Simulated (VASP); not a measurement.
Input:

```xyz
4
Lattice="2.9907 0.0000 0.0000 -1.4953 2.5900 0.0000 0.0000 0.0000 5.1991" Properties=species:S:1:pos:R:3 pbc="T T T"
Ni     0.0000     1.7267     0.0207
Ni     1.4953     0.8633     2.6202
C      0.0000     1.7267     1.9290
C      1.4953     0.8633     4.5286
```

These are r2SCAN meta-GGA, VASP's PBE PAW potentials (set 64) (plane waves; VASP) values and carry that method's errors. Settings: 520 eV cut-off, 13×13×7 Γ-centred mesh, tetrahedra with Blöchl corrections, potentials Ni C.

Question: Give the energies of bands 4 to 17 at the high-symmetry points, in eV from the Fermi level.

Answer: 
| band | Γ | M | K | A | L | H |
|---|---|---|---|---|---|---|
| 4 | -5.40 | -6.21 | -5.26 | -5.93 | -6.58 | -5.68 |
| 5 | -5.13 | -4.82 | -4.85 | -5.01 | -4.54 | -5.59 |
| 6 | -5.13 | -4.63 | -4.85 | -5.01 | -4.54 | -5.59 |
| 7 | -4.82 | -4.42 | -4.05 | -5.01 | -4.38 | -3.70 |
| 8 | -4.82 | -3.76 | -4.05 | -5.01 | -4.38 | -3.70 |
| 9 | -3.10 | -3.09 | -3.26 | -2.83 | -2.59 | -3.19 |
| 10 | -3.10 | -2.61 | -3.08 | -2.83 | -2.59 | -3.19 |
| 11 | -2.64 | -2.51 | -2.83 | -2.83 | -2.47 | -2.04 |
| 12 | -2.64 | -2.06 | -2.83 | -2.83 | -2.47 | -2.04 |
| 13 | -1.92 | -1.87 | -2.01 | 0.81 | -1.76 | -1.40 |
| 14 | 2.95 | -1.20 | -0.47 | 0.81 | -1.76 | -1.40 |
| 15 | 2.95 | -0.85 | -0.47 | 3.73 | 1.15 | -0.83 |
| 16 | 4.11 | 0.05 | 0.39 | 3.73 | 1.15 | -0.83 |
| 17 | 4.56 | 1.38 | 0.39 | 3.73 | 1.48 | 1.42 |

It has no gap at this level: it comes out as a metal or semimetal.

The structure was generated: NiC was put into the wurtzite type (P6_3mc), which need not be its known phase. It was relaxed first, which changed the volume by -18 %. The run is not spin-polarised, so no magnetic state was tried.
